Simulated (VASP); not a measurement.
All values below come from TPSS meta-GGA, VASP's PBE PAW potentials (set 64) (plane waves; VASP 6.6.1).

VASP ran on this input.

**INCAR**
```
! general
SYSTEM   =  PdIn
PREC     =  Accurate
ENCUT    =  520
LREAL    =  .FALSE.
LASPH    =  .TRUE.   ! aspherical one-centre terms

! electronic loop
EDIFF    =  1E-7   ! SCF stop (eV)
NELM     =  100   ! most electronic steps
ALGO     =  Normal   ! blocked Davidson
LMAXMIX  =  4   ! l cut-off of mixed one-centre charges
LMIXTAU  =  .TRUE.

! smearing
ISMEAR   =  1
SIGMA    =  0.1   ! width (eV)

! functional
METAGGA  =  TPSS

! ions
ISIF     =  2   ! forces and stress, cell fixed

! output
LWAVE    =  .FALSE.
LCHARG   =  .FALSE.
```

POSCAR:
```
PdIn
1
    3.3025699652     0.0000000000     0.0000000000
    0.0000000000     3.3025699652     0.0000000000
    0.0000000000     0.0000000000     3.3025699652
In Pd
1 1
Direct
  0.5000000000   0.5000000000   0.5000000000
  0.0000000000   0.0000000000   0.0000000000
```

File KPOINTS:
```
Regular mesh
0
gamma
11 11 11
```

POTCAR, in this order: In_d Pd (PBE.64 set). Program: vasp_std.

The resulting files:

OSZICAR:
```
       N       E                     dE             d eps       ncg     rms          rms(c)
DAV:   1     0.211195528904E+03    0.21120E+03   -0.14465E+04  1680   0.263E+03
DAV:   2     0.332887078009E+01   -0.20787E+03   -0.20285E+03  1925   0.575E+02
DAV:   3    -0.173423395041E+02   -0.20671E+02   -0.20387E+02  2121   0.199E+02
DAV:   4    -0.179877676289E+02   -0.64543E+00   -0.64522E+00  2198   0.391E+01
DAV:   5    -0.180198946638E+02   -0.32127E-01   -0.32126E-01  2733   0.757E+00    0.684E+00
DAV:   6    -0.242311122486E+02   -0.62112E+01   -0.25993E+01  1680   0.637E+01    0.443E+00
DAV:   7    -0.256257672625E+02   -0.13947E+01   -0.14504E+00  1890   0.174E+01    0.281E+00
DAV:   8    -0.254758602437E+02    0.14991E+00   -0.80301E-01  2016   0.854E+00    0.103E+00
DAV:   9    -0.254435709772E+02    0.32289E-01   -0.95251E-02  2072   0.508E+00    0.734E-01
DAV:  10    -0.254539469273E+02   -0.10376E-01   -0.83795E-02  2016   0.447E+00    0.275E-01
DAV:  11    -0.255171284353E+02   -0.63182E-01   -0.24756E-02  1778   0.208E+00    0.137E-01
DAV:  12    -0.255197235225E+02   -0.25951E-02   -0.38680E-03  2205   0.957E-01    0.873E-02
DAV:  13    -0.255195880475E+02    0.13547E-03   -0.94330E-04  1841   0.480E-01    0.289E-02
DAV:  14    -0.255199832125E+02   -0.39516E-03   -0.15282E-04  2079   0.224E-01    0.116E-02
DAV:  15    -0.255199869801E+02   -0.37676E-05   -0.68322E-06  2226   0.397E-02    0.640E-03
DAV:  16    -0.255199835125E+02    0.34676E-05   -0.96758E-07  2016   0.146E-02    0.295E-03
DAV:  17    -0.255199865227E+02   -0.30101E-05   -0.15849E-06  1855   0.136E-02    0.824E-04
DAV:  18    -0.255199867274E+02   -0.20476E-06   -0.63284E-08  1085   0.394E-03    0.633E-04
DAV:  19    -0.255199867639E+02   -0.36490E-07   -0.76325E-09   966   0.148E-03
   1 F= -.25519987E+02 E0= -.25519582E+02  d E =-.121412E-02
```

**OUTCAR**
```
------------------------ aborting loop because EDIFF is reached ----------------------------------------
  FORCE on cell =-STRESS in cart. coord.  units (eV):
  Direction    XX          YY          ZZ          XY          YZ          ZX
  --------------------------------------------------------------------------------------
  Total       -0.8804884     -0.8804884     -0.8804884     -0.0000000     -0.0000000      0.0000000
  in kB      -39.1631986    -39.1631986    -39.1631986     -0.0000000     -0.0000000      0.0000000
  external PRESSURE =     -39.1631986 kB  Pullay stress =       0.0000000 kB
  volume of cell :       36.02
      direct lattice vectors                 reciprocal lattice vectors
     3.302569965  0.000000000  0.000000000     0.302794494  0.000000000  0.000000000
     0.000000000  3.302569965  0.000000000     0.000000000  0.302794494  0.000000000
     0.000000000  0.000000000  3.302569965     0.000000000  0.000000000  0.302794494
 POSITION                                       TOTAL-FORCE (eV/Angst)
 -----------------------------------------------------------------------------------
      1.65128      1.65128      1.65128         0.000000      0.000000      0.000000
      0.00000      0.00000      0.00000         0.000000      0.000000      0.000000
 -----------------------------------------------------------------------------------
    total drift:                               -0.000000      0.000000      0.000000
  FREE ENERGIE OF THE ION-ELECTRON SYSTEM (eV)
  ---------------------------------------------------
  free  energy   TOTEN  =       -25.5199867639 eV

  energy  without entropy=      -25.5187726452  energy(sigma->0) =      -25.51958206
```
(Selected blocks of OUTCAR.)

**OUTCAR**
```
 val. band max:        9.9879277982   @ k =   0.4545   0.4545   0.2727

 cond. band min:      10.0074975142   @ k =   0.3636   0.1818   0.1818


 Fermi energy:         9.9952858088

 k-point     1 :       0.0000    0.0000    0.0000
  band No.  band energies     occupation
      1      -4.9284      2.00000
      2      -4.9284      2.00000
      3      -4.5487      2.00000
      4      -4.5487      2.00000
      5      -4.5487      2.00000
      6       0.1886      2.00000
      7       6.2924      2.00000
      8       6.2924      2.00000
      9       7.8105      2.00000
     10       7.8105      2.00000
     11       7.8105      2.00000
     12      14.2505      0.00000
     13      14.2505      0.00000
     14      14.2505      0.00000
     15      19.2145      0.00000

 k-point     2 :       0.0909    0.0000    0.0000
  band No.  band energies     occupation
      1      -4.9244      2.00000
      2      -4.9023      2.00000
      3      -4.5569      2.00000
      4      -4.5569      2.00000
      5      -4.5466      2.00000
      6       0.3168      2.00000
      7       6.2947      2.00000
      8       6.3141      2.00000
      9       7.7173      2.00000
     10       7.7173      2.00000
     11       7.8054      2.00000
     12      13.3467      0.00000
     13      14.5040      0.00000
     14      14.5040      0.00000
     15      19.5541      0.00000

 k-point     3 :       0.1818    0.0000    0.0000
  band No.  band energies     occupation
      1      -4.9136      2.00000
      2      -4.8322      2.00000
      3      -4.5782      2.00000
      4      -4.5782      2.00000
      5      -4.5405      2.00000
      6       0.7002      2.00000
      7       6.3010      2.00000
      8       6.3331      2.00000
      9       7.4881      2.00000
     10       7.4881      2.00000
     11       7.7918      2.00000
     12      11.6811     -0.00000
     13      15.2132      0.00000
     14      15.2132      0.00000
     15      19.7094      0.00000
...
```

Unless said otherwise, spin-orbit coupling is left out, though it shifts the bands of the heavy elements here.

The compound is PdIn in the CsCl type structure. This cell is one point of a volume scan, at 1.03 of the reference volume. The electron count is odd and the run is not spin-polarised, which forces a metal.
